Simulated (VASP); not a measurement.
The system is H2, in a box.

```xyz
2
Lattice="10.0000 0.0000 0.0000 0.0000 10.0000 0.0000 0.0000 0.0000 10.0000" Properties=species:S:1:pos:R:3 pbc="T T T"
H     5.0000    5.0000    4.6750
H     5.0000    5.0000    5.3250
```

Base run:

| Quantity | Value |
| --- | --- |
| Program | VASP 6.6.1 |
| Functional | r2SCAN |
| Potentials or basis | VASP PAW PBE potentials, release 64 (H) |
| Cutoff | 450 eV |
| k mesh | 1 × 1 × 1 |
| Occupations | gaussian, width 0.02 eV |
| Spin | no spin polarisation |

Its results: gap between the frontier levels 11.42 eV; largest force 4.570 eV/Å.

Task: The run is repeated on the same cell with these changes: functional from r2SCAN to HSE06. What comes out?

Result: Gap between the frontier levels 11.95 eV; largest force 4.695 eV/Å.

HSE06 gives the wider gap, since exact exchange removes part of the self-interaction.

Caveats: the PAW data sets were made with another functional, which shifts forces and pressure a little.

A k mesh can miss the band edges.

Not every run made on this cell is shown here.
